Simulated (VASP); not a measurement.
Energy against volume of CeO₂ (fluorite). All values below come from r2SCAN meta-GGA, VASP's PBE PAW potentials (set 64) (plane waves; VASP). Numerical set-up: 520 eV cut-off, 7×7×7 Γ-centred mesh, Gaussian smearing of 0.050 eV, potentials Ce O.

| V (Å³/atom) | E (eV/atom) |
|---|---|
| 12.575 | -17.97613 |
| 12.976 | -18.00198 |
| 13.377 | -18.01073 |
| 13.779 | -18.00508 |

Q: Fit these four points and predict the energy of the run at 14.180 Å³/atom.

A: A cubic in V^(−2/3), the third-order Birch-Murnaghan form, passes through the four points with V0 = 13.41 Å³/atom and B0 = 189 GPa, and gives -17.9873 eV/atom there. The run gave -17.9869 eV/atom, +0.4 meV/atom from the fit; all five points give B0 = 191 GPa.

The compound is CeO2 in the fluorite structure. It was relaxed first. The run is not spin-polarised, so no magnetic state was tried.
